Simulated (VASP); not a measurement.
The system is Ti4Ge3.

```
CELL_PARAMETERS angstrom
4.72251 0.00000 0.00000
-2.36126 4.08982 0.00000
0.00000 0.00000 6.94791
ATOMIC_POSITIONS crystal
Ti 0.33333 0.66667 0.32128
Ti 0.33333 0.66667 0.67872
Ti 0.66667 0.33333 0.67872
Ti 0.66667 0.33333 0.32128
Ge 0.00000 0.00000 0.50000
Ge 0.33333 0.66667 0.00000
Ge 0.66667 0.33333 0.00000
```

The cell was built by a generator and needn't be a form met in nature.

| Item | Value |
| --- | --- |
| Program | VASP 6.6.1 |
| Task | relaxation of cell and atoms |
| Functional | PBE |
| Potentials or basis | VASP PAW PBE potentials, release 64 (Ti_sv, Ge_d) |
| Cutoff | 520 eV |
| k mesh | 4 × 4 × 3 |
| Occupations | gaussian, width 0.15 eV |
| Spin | no spin polarisation |

At the start: pressure 10.0 GPa; volume 19.17 Å³/atom.

**Question.** Where does the relaxation end?

**Answer.** Over 13 steps the energy falls by 321.3 meV/atom and the volume is 19.78 Å³/atom (+3.2 %); space group P6/mmm (No. 191, to 0.05 Å).

The path:
```
step  energy change (eV)  largest force (eV/Å)  pressure (GPa)  volume (Å³)
   1              0.0000                3.5733           10.02       134.19
   2             -1.0279                0.5307           -3.94       155.52
   3             -2.0394                0.4196           -2.67       144.96
   4             -2.0357                0.3648           -2.80       144.75
   5             -2.1265                0.1169           -2.57       144.40
   6             -2.1351                0.3087           -1.73       138.21
   7             -1.8716                0.5969            2.68       131.94
   8             -2.2249                0.1272            3.19       135.58
   9             -2.2436                0.0943            1.19       137.15
  10             -2.2454                0.0943            1.10       137.47
  11             -2.2462                0.1048            0.53       137.84
  12             -2.2465                0.1048            0.17       137.97
  13             -2.2491                0.0129            0.28       138.44
```

Final structure:
```
Ti Ge
1.0
     4.54313    0.00000    0.00000
    -2.27157    3.93447    0.00000
     0.00000    0.00000    7.74472
Ti Ge
4 3
Direct
  0.33333 0.66667 0.33381
  0.33333 0.66667 0.66619
  0.66667 0.33333 0.66619
  0.66667 0.33333 0.33381
  0.00000 0.00000 0.50000
  0.33333 0.66667 0.00000
  0.66667 0.33333 0.00000
```

Caveat: the k mesh is coarse (spacing up to 0.38 Å⁻¹), so the values aren't converged.
